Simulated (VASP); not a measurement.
Input:

```
CELL_PARAMETERS angstrom
      0.00000     2.71550     2.71550
      2.71550     0.00000     2.71550
      2.71550     2.71550     0.00000
ATOMIC_POSITIONS crystal
  Si 0.00000 0.00000 0.00000
  Si 0.25000 0.25000 0.25000
```

These are PBE GGA, VASP's PBE PAW potentials (set 64) (plane waves; VASP) values and carry that method's errors. Settings: 480 eV cut-off, 8×8×8 Γ-centred mesh, Gaussian smearing of 0.050 eV, potentials Si.

Energy and stress use the plane-wave basis of the starting cell.

### Question
The ions, cell shape and volume are relaxed. Predict the relaxed structure.

### Answer

```
CELL_PARAMETERS angstrom
      0.00000     2.73427     2.73427
      2.73427     0.00000     2.73427
      2.73427     2.73427     0.00000
ATOMIC_POSITIONS crystal
  Si 0.00000 0.00000 0.00000
  Si 0.25000 0.25000 0.25000
```
Space group Fd-3m (227), at a tolerance of 0.03 Å.

### Question
How do energy and volume change from the first to the last step?

### Answer
The energy (σ→0) changes by -2.5 meV/atom and the volume by +2.1 %, in 3 ionic steps.

The compound is Si in the diamond structure. This run relaxes it. Symmetry was kept, so distortions that lower it aren't found.
